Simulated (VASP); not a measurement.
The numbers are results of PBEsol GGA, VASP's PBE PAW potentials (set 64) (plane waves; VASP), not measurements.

A VASP calculation is set up with these files.

### KPOINTS
```
Regular mesh
0
G
  6 6 2
```

### POSCAR
```
Er
3.495870
  1.0000000000   0.0000000000   0.0000000000
 -0.5000000000   0.8660253385   0.0000000000
  0.0000000000   0.0000000000   3.2175066579
Er
4
Cartesian
  0.0000000000   0.0000000000   0.0000000000
  0.0000000000   0.0000000000   1.6087533289
 -0.0000005000   0.5773505143   0.8043766645
  0.5000005000   0.2886748241   2.4131299934
```

**INCAR**
```
SYSTEM = Er
ISPIN = 2   ! spin-polarised
MAGMOM = 4*3.0
NELM = 100
ISMEAR = 0   ! Gaussian
LASPH = .TRUE.   ! aspherical one-centre terms
LMAXMIX = 6
LORBIT = 11   ! lm-projected
SIGMA = 0.136
ENCUT = 300   ! plane-wave cut-off (eV)
LREAL = .FALSE.   ! projection in real space or not
ISIF = 2
LWAVE = .FALSE.
PREC = Accurate
ALGO = Normal
GGA = PS
LCHARG = .FALSE.
EDIFF = 1E-6   ! SCF stop (eV)
```

POTCAR, in this order: Er (PBE.64 set). Program: vasp_std.

Output

**OUTCAR**
```
 ion  position               nearest neighbor table
   1  0.000  0.000  0.000-   3 3.46   4 3.46   3 3.46   4 3.46   4 3.46   3 3.46
   2  0.000  0.000  0.500-   3 3.46   4 3.46   3 3.46   4 3.46   4 3.46   3 3.46
   3  0.333  0.667  0.250-   1 3.46   2 3.46   1 3.46   2 3.46   1 3.46   2 3.46
   4  0.667  0.333  0.750-   1 3.46   2 3.46   1 3.46   2 3.46   1 3.46   2 3.46
  LATTYP: Found a hexagonal cell.
 ALAT       =     3.4958700000
 C/A-ratio  =     3.2175066579
 Subroutine PRICEL returns:
 Original cell was already a primitive cell.
 Subroutine GETGRP returns: Found 24 space group operations
The static configuration has the point symmetry D_3d.
 The point group associated with its full space group is D_6h.
The dynamic configuration has the point symmetry D_3d.
The overall configuration has the point symmetry D_3d.
 Subroutine INISYM returns: Found 24 space group operations
 Subroutine IBZKPT returns following result:
 Found     14 irreducible k-points:

 Following reciprocal coordinates:
            Coordinates               Weight
  0.000000  0.000000  0.000000      1.000000
  0.166667  0.000000  0.000000      6.000000
  0.333333  0.000000  0.000000      6.000000
  0.500000  0.000000  0.000000      3.000000
  0.166667  0.166667  0.000000      6.000000
  0.333333  0.166667  0.000000     12.000000
  0.333333  0.333333  0.000000      2.000000
  0.000000  0.000000  0.500000      1.000000
  0.166667  0.000000  0.500000      6.000000
  0.333333  0.000000  0.500000      6.000000
  0.500000  0.000000  0.500000      3.000000
  0.166667  0.166667  0.500000      6.000000
  0.333333  0.166667  0.500000     12.000000
  0.333333  0.333333  0.500000      2.000000
   k-points           NKPTS =     14   k-points in BZ     NKDIM =     14   number of bands    NBANDS=     58
   number of dos      NEDOS =    301   number of ions     NIONS =      4
   total plane-waves  NPLWV =  25600
   dimension x,y,z NGX =    20 NGY =   20 NGZ =   64
   dimension x,y,z NGXF=    40 NGYF=   40 NGZF=  128
...
```

File OSZICAR:
```
...
DAV:  12    -0.730077745231E+02    0.82895E+01   -0.29590E+02  5274   0.133E+02    0.606E+02
DAV:  13    -0.879398752479E+02   -0.14932E+02   -0.77772E+01  6044   0.436E+01    0.211E+02
DAV:  14    -0.552175981440E+02    0.32722E+02   -0.25965E+01  5660   0.424E+01    0.142E+02
DAV:  15    -0.601672034570E+02   -0.49496E+01   -0.15672E+01  6372   0.200E+01    0.143E+02
DAV:  16    -0.957847842208E+02   -0.35618E+02   -0.93797E+00  4958   0.377E+01    0.176E+02
DAV:  17    -0.102247820916E+03   -0.64630E+01   -0.14050E+01  5604   0.201E+01    0.186E+02
DAV:  18    -0.102544231639E+03   -0.29641E+00   -0.59555E+00  6120   0.113E+01    0.194E+02
DAV:  19    -0.105320152077E+03   -0.27759E+01   -0.11983E+00  5776   0.543E+00    0.196E+02
DAV:  20    -0.910508040146E+02    0.14269E+02   -0.67653E+00  3704   0.344E+01    0.183E+02
DAV:  21    -0.116625335120E+03   -0.25575E+02   -0.80912E+01  3954   0.788E+01    0.199E+02
DAV:  22    -0.130013118321E+03   -0.13388E+02   -0.34831E+01  5926   0.228E+01    0.236E+02
DAV:  23    -0.106505028925E+03    0.23508E+02   -0.12461E+01  4888   0.211E+01    0.203E+02
DAV:  24    -0.117021480768E+03   -0.10516E+02   -0.15150E+00  5980   0.856E+00    0.208E+02
DAV:  25    -0.125211096801E+03   -0.81896E+01   -0.13776E+00  4926   0.625E+00    0.220E+02
DAV:  26    -0.123171381844E+03    0.20397E+01   -0.10822E+00  5708   0.486E+00    0.209E+02
DAV:  27    -0.683132847819E+02    0.54858E+02   -0.25033E+01  4730   0.308E+01    0.142E+02
DAV:  28    -0.511439273934E+02    0.17169E+02   -0.13869E+01  5742   0.217E+01    0.142E+02
DAV:  29    -0.452126853779E+02    0.59312E+01   -0.73326E+00  6140   0.160E+01    0.169E+02
DAV:  30    -0.389590169933E+02    0.62537E+01   -0.30660E+00  6012   0.102E+01    0.172E+02
DAV:  31    -0.275403799160E+02    0.11419E+02   -0.86251E+00  4836   0.185E+01    0.172E+02
DAV:  32    -0.232271122921E+02    0.43133E+01   -0.68807E+00  5552   0.158E+01    0.171E+02
DAV:  33    -0.313854547198E+02   -0.81583E+01   -0.25501E+01  4852   0.213E+01    0.167E+02
DAV:  34    -0.345624198222E+02   -0.31770E+01   -0.30389E+00  5510   0.152E+01    0.154E+02
DAV:  35    -0.333478596932E+02    0.12146E+01   -0.10171E+00  5242   0.749E+00    0.139E+02
DAV:  36    -0.311379804949E+02    0.22099E+01   -0.65635E-01  5132   0.703E+00    0.127E+02
DAV:  37    -0.321660310237E+02   -0.10281E+01   -0.65457E-01  5220   0.619E+00    0.123E+02
DAV:  38    -0.348159982975E+02   -0.26500E+01   -0.20401E-01  5488   0.709E+00    0.127E+02
DAV:  39    -0.356517627525E+02   -0.83576E+00   -0.89984E-02  5620   0.307E+00    0.126E+02
DAV:  40    -0.355632558301E+02    0.88507E-01   -0.53860E-02  5808   0.196E+00    0.126E+02
DAV:  41    -0.348373590271E+02    0.72590E+00   -0.12948E-02  5238   0.122E+00    0.127E+02
DAV:  42    -0.349666263407E+02   -0.12927E+00   -0.70761E-03  6012   0.479E-01    0.127E+02
DAV:  43    -0.343534395456E+02    0.61319E+00   -0.62282E-02  4136   0.343E+00    0.124E+02
DAV:  44    -0.324633978938E+02    0.18900E+01   -0.39980E-01  3874   0.875E+00    0.122E+02
DAV:  45    -0.304558372005E+02    0.20076E+01   -0.22143E-01  4412   0.801E+00    0.124E+02
DAV:  46    -0.303132760617E+02    0.14256E+00   -0.18722E-01  5474   0.298E+00    0.123E+02
DAV:  47    -0.300920129562E+02    0.22126E+00   -0.80135E-02  4988   0.411E+00    0.122E+02
DAV:  48    -0.311567538755E+02   -0.10647E+01   -0.61701E-02  5016   0.495E+00    0.124E+02
DAV:  49    -0.313786291291E+02   -0.22188E+00   -0.26172E-02  5662   0.160E+00    0.124E+02
DAV:  50    -0.320287387139E+02   -0.65011E+00   -0.79587E-02  5026   0.201E+00    0.128E+02
DAV:  51    -0.276765571691E+02    0.43522E+01   -0.87785E+00  4512   0.609E+01    0.126E+02
DAV:  52    -0.225976592289E+02    0.50789E+01   -0.42156E+00  5572   0.182E+01    0.118E+02
DAV:  53    -0.231245353407E+02   -0.52688E+00   -0.13188E+00  6016   0.648E+00    0.119E+02
DAV:  54    -0.236113436042E+02   -0.48681E+00   -0.37370E-01  5276   0.603E+00    0.115E+02
DAV:  55    -0.242201493017E+02   -0.60881E+00   -0.89812E-01  4776   0.811E+00    0.113E+02
DAV:  56    -0.776672231463E+02   -0.53447E+02   -0.56695E+01  3688   0.869E+01    0.186E+02
DAV:  57    -0.789297080697E+02   -0.12625E+01   -0.85640E+00  6114   0.157E+01    0.180E+02
DAV:  58    -0.551534018217E+02    0.23776E+02   -0.63299E+00  4748   0.196E+01    0.166E+02
DAV:  59    -0.563076892367E+02   -0.11543E+01   -0.11616E+00  6374   0.571E+00    0.167E+02
DAV:  60    -0.523518091899E+02    0.39559E+01   -0.59036E-01  5122   0.799E+00    0.163E+02
DAV:  61    -0.350253654246E+02    0.17326E+02   -0.85885E+01  3978   0.881E+01    0.105E+02
DAV:  62    -0.259189872294E+02    0.91064E+01   -0.33697E+01  4348   0.761E+01    0.110E+02
DAV:  63    -0.267893046097E+02   -0.87032E+00   -0.73794E+00  5668   0.269E+01    0.118E+02
DAV:  64    -0.238139548169E+02    0.29753E+01   -0.41481E+00  5944   0.140E+01    0.114E+02
DAV:  65    -0.214962289427E+02    0.23177E+01   -0.19670E+00  6080   0.108E+01    0.103E+02
DAV:  66    -0.225917509244E+02   -0.10955E+01   -0.22499E+00  4796   0.143E+01    0.102E+02
DAV:  67    -0.218191331093E+02    0.77262E+00   -0.43360E-01  5816   0.792E+00    0.985E+01
DAV:  68    -0.215935158364E+02    0.22562E+00   -0.79075E-01  4784   0.152E+01    0.913E+01
DAV:  69    -0.212496281942E+02    0.34389E+00   -0.83417E-01  5404   0.826E+00    0.846E+01
DAV:  70    -0.209770485989E+02    0.27258E+00   -0.44278E-01  5570   0.403E+00    0.831E+01
DAV:  71    -0.269646764762E+02   -0.59876E+01   -0.17886E+01  4264   0.531E+01    0.818E+01
DAV:  72    -0.289608267274E+02   -0.19962E+01   -0.74451E+00  4796   0.500E+01    0.108E+02
DAV:  73    -0.308786839883E+02   -0.19179E+01   -0.15839E+00  5572   0.132E+01    0.108E+02
DAV:  74    -0.318115615580E+02   -0.93288E+00   -0.50313E-01  6248   0.488E+00    0.110E+02
DAV:  75    -0.291613728084E+02    0.26502E+01   -0.26099E-01  5064   0.109E+01    0.106E+02
DAV:  76    -0.213742013249E+02    0.77872E+01   -0.57594E+00  4440   0.202E+01    0.813E+01
DAV:  77    -0.170447177831E+02    0.43295E+01   -0.12125E+01  4296   0.521E+01    0.689E+01
DAV:  78    -0.199346434009E+02   -0.28899E+01   -0.16021E+00  5080   0.165E+01    0.792E+01
DAV:  79    -0.189109159199E+02    0.10237E+01   -0.63658E-01  5370   0.772E+00    0.730E+01
DAV:  80    -0.173942178645E+02    0.15167E+01   -0.24054E-01  5602   0.754E+00    0.686E+01
DAV:  81    -0.146271869967E+02    0.27670E+01   -0.27197E+00  5060   0.247E+01    0.614E+01
DAV:  82    -0.152399636254E+02   -0.61278E+00   -0.15027E+00  4796   0.208E+01    0.670E+01
DAV:  83    -0.142568307434E+02    0.98313E+00   -0.23159E+00  4398   0.342E+01    0.661E+01
DAV:  84    -0.141657499102E+02    0.91081E-01   -0.95668E-01  5226   0.140E+01    0.661E+01
DAV:  85    -0.122043596814E+02    0.19614E+01   -0.52170E-01  5186   0.758E+00    0.632E+01
DAV:  86    -0.203010958165E+02   -0.80967E+01   -0.23585E+01  4190   0.614E+01    0.798E+01
DAV:  87    -0.195865999535E+02    0.71450E+00   -0.16234E+00  5104   0.125E+01    0.750E+01
DAV:  88    -0.195199748617E+02    0.66625E-01   -0.31086E+00  5240   0.147E+01    0.660E+01
DAV:  89    -0.182361180257E+02    0.12839E+01   -0.24620E+00  5024   0.139E+01    0.712E+01
DAV:  90    -0.179212868164E+02    0.31483E+00   -0.26264E-01  5452   0.443E+00    0.711E+01
DAV:  91    -0.222050572088E+02   -0.42838E+01   -0.11752E+00  3974   0.288E+01    0.829E+01
DAV:  92    -0.212245928583E+02    0.98046E+00   -0.72695E-01  5100   0.143E+01    0.746E+01
DAV:  93    -0.196740614351E+02    0.15505E+01   -0.95135E-01  5020   0.141E+01    0.648E+01
DAV:  94    -0.183211871894E+02    0.13529E+01   -0.32306E+00  4402   0.161E+01    0.581E+01
DAV:  95    -0.186034626797E+02   -0.28228E+00   -0.28425E-01  5220   0.343E+00    0.586E+01
DAV:  96    -0.236488734450E+02   -0.50454E+01   -0.15560E+01  4312   0.395E+01    0.730E+01
DAV:  97    -0.218183253666E+02    0.18305E+01   -0.10124E+00  4500   0.185E+01    0.740E+01
DAV:  98    -0.189632922130E+02    0.28550E+01   -0.52243E+00  4354   0.259E+01    0.659E+01
DAV:  99    -0.204189643512E+02   -0.14557E+01   -0.53735E+00  4612   0.195E+01    0.652E+01
DAV: 100    -0.198911065444E+02    0.52786E+00   -0.96829E-01  5130   0.598E+00
   1 F= -.19891107E+02 E0= -.19785383E+02  d E =-.211446E+00  mag=     5.7831
```

File OUTCAR:
```
------------------------ aborting loop EDIFF was not reached (unconverged)  ----------------------------
  FORCE on cell =-STRESS in cart. coord.  units (eV):
  Direction    XX          YY          ZZ          XY          YZ          ZX
  --------------------------------------------------------------------------------------
  Total       82.3359959     82.3359835   -121.9142898      0.0000000      0.0000000      0.0000000
  in kB     1108.1140188   1108.1138517  -1640.7760927      0.0000000      0.0000000      0.0000000
  external PRESSURE =     191.8172593 kB  Pullay stress =       0.0000000 kB
  volume of cell :      119.05
      direct lattice vectors                 reciprocal lattice vectors
     3.495870000  0.000000000  0.000000000     0.286051827  0.165152112  0.000000000
    -1.747935000  3.027512000  0.000000000     0.000000000  0.330304223  0.000000000
     0.000000000  0.000000000 11.247985000     0.000000000  0.000000000  0.088904813
 POSITION                                       TOTAL-FORCE (eV/Angst)
 -----------------------------------------------------------------------------------
      0.00000      0.00000      0.00000        -0.000000      0.000000      0.000000
      0.00000      0.00000      5.62399        -0.000000      0.000000      0.000000
     -0.00000      2.01834      2.81200         0.000000     -0.000000      0.000000
      1.74794      1.00917      8.43599        -0.000000      0.000000     -0.000000
 -----------------------------------------------------------------------------------
    total drift:                                0.000000     -0.000000      0.000000
  FREE ENERGIE OF THE ION-ELECTRON SYSTEM (eV)
  ---------------------------------------------------
  free  energy   TOTEN  =       -19.8911065444 eV

  energy  without entropy=      -19.6796603150  energy(sigma->0) =      -19.78538343

 total charge

# of ion       s       p       d       f       tot
--------------------------------------------------
    1        2.144   5.766   0.497   9.032  17.439
    2        2.144   5.766   0.497   9.032  17.439
    3        2.141   5.772   0.539  13.015  21.466
    4        2.141   5.772   0.539  13.015  21.466
--------------------------------------------------
tot          8.569  23.074   2.073  44.093  77.810

 magnetization (x)

# of ion       s       p       d       f       tot
--------------------------------------------------
    1        0.006   0.029   0.198   1.170   1.403
    2        0.006   0.029   0.198   1.170   1.403
    3        0.007   0.007   0.083   0.690   0.785
    4        0.007   0.007   0.083   0.690   0.785
--------------------------------------------------
tot          0.025   0.071   0.561   3.720   4.377
```
(Selected blocks of OUTCAR.)

File stdout:
```
...
DAV:  81    -0.146271869967E+02    0.27670E+01   -0.27197E+00  5060   0.247E+01    0.614E+01
DAV:  82    -0.152399636254E+02   -0.61278E+00   -0.15027E+00  4796   0.208E+01    0.670E+01
DAV:  83    -0.142568307434E+02    0.98313E+00   -0.23159E+00  4398   0.342E+01    0.661E+01
DAV:  84    -0.141657499102E+02    0.91081E-01   -0.95668E-01  5226   0.140E+01    0.661E+01
DAV:  85    -0.122043596814E+02    0.19614E+01   -0.52170E-01  5186   0.758E+00    0.632E+01
DAV:  86    -0.203010958165E+02   -0.80967E+01   -0.23585E+01  4190   0.614E+01    0.798E+01
DAV:  87    -0.195865999535E+02    0.71450E+00   -0.16234E+00  5104   0.125E+01    0.750E+01
DAV:  88    -0.195199748617E+02    0.66625E-01   -0.31086E+00  5240   0.147E+01    0.660E+01
DAV:  89    -0.182361180257E+02    0.12839E+01   -0.24620E+00  5024   0.139E+01    0.712E+01
DAV:  90    -0.179212868164E+02    0.31483E+00   -0.26264E-01  5452   0.443E+00    0.711E+01
DAV:  91    -0.222050572088E+02   -0.42838E+01   -0.11752E+00  3974   0.288E+01    0.829E+01
DAV:  92    -0.212245928583E+02    0.98046E+00   -0.72695E-01  5100   0.143E+01    0.746E+01
DAV:  93    -0.196740614351E+02    0.15505E+01   -0.95135E-01  5020   0.141E+01    0.648E+01
DAV:  94    -0.183211871894E+02    0.13529E+01   -0.32306E+00  4402   0.161E+01    0.581E+01
DAV:  95    -0.186034626797E+02   -0.28228E+00   -0.28425E-01  5220   0.343E+00    0.586E+01
DAV:  96    -0.236488734450E+02   -0.50454E+01   -0.15560E+01  4312   0.395E+01    0.730E+01
DAV:  97    -0.218183253666E+02    0.18305E+01   -0.10124E+00  4500   0.185E+01    0.740E+01
DAV:  98    -0.189632922130E+02    0.28550E+01   -0.52243E+00  4354   0.259E+01    0.659E+01
DAV:  99    -0.204189643512E+02   -0.14557E+01   -0.53735E+00  4612   0.195E+01    0.652E+01
DAV: 100    -0.198911065444E+02    0.52786E+00   -0.96829E-01  5130   0.598E+00

 -----------------------------------------------------------------------------
|                                                                             |
|           W    W    AA    RRRRR   N    N  II  N    N   GGGG   !!!           |
|           W    W   A  A   R    R  NN   N  II  NN   N  G    G  !!!           |
|           W    W  A    A  R    R  N N  N  II  N N  N  G       !!!           |
|           W WW W  AAAAAA  RRRRR   N  N N  II  N  N N  G  GGG   !            |
|           WW  WW  A    A  R   R   N   NN  II  N   NN  G    G                |
|           W    W  A    A  R    R  N    N  II  N    N   GGGG   !!!           |
|                                                                             |
|     The electronic self-consistency was not achieved in the given           |
|     number of steps (NELM). The forces and other quantities evaluated       |
|     might not be reliable so examine the results carefully. If you find     |
|     spurious results, we suggest increasing NELM, if you were close to      |
|     convergence or switching to a different ALGO or adjusting the           |
|     density mixing parameters otherwise.                                    |
|                                                                             |
 -----------------------------------------------------------------------------

   1 F= -.19891107E+02 E0= -.19785383E+02  d E =-.211446E+00  mag=     5.7831
```

Convergence was not reached.

At this cut-off the stress carries a Pulay error, which pulls relaxed volumes low.

The structure was generated: Er was put into an ordered model structure, which need not be its known phase. The cell was not relaxed at this level. The k-mesh is coarse (spacing up to 0.35 per Å, 2π included), so the numbers may not be converged in it. The run is one of a series of settings (GGA = PS against the base run), some of them coarse on purpose.
